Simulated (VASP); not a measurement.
Here is the system:

```
CELL_PARAMETERS angstrom
      3.95393     0.00000     0.00000
     -1.97696     3.42420     0.00000
      0.00000     0.00000     6.52931
ATOMIC_POSITIONS crystal
  Be 0.33333 0.66667 0.00078
  Be 0.66667 0.33333 0.50078
  Te 0.33333 0.66667 0.37422
  Te 0.66667 0.33333 0.87422
```

Method: PBEsol GGA, VASP's PBE PAW potentials (set 64) (plane waves; VASP). Run with 500 eV cut-off, 7×7×4 Γ-centred mesh, Gaussian smearing of 0.050 eV, potentials Be Te.

**Question.** Estimate the energy per atom (σ→0).

**Answer.** 
The energy per atom (σ→0) is -4.104 eV/atom.

The absolute energy has meaning only against runs of the same code, potentials and settings.

The structure was generated: BeTe was put into the wurtzite type (P6_3mc), which need not be its known phase. It was relaxed first, which changed the volume by +12 %.
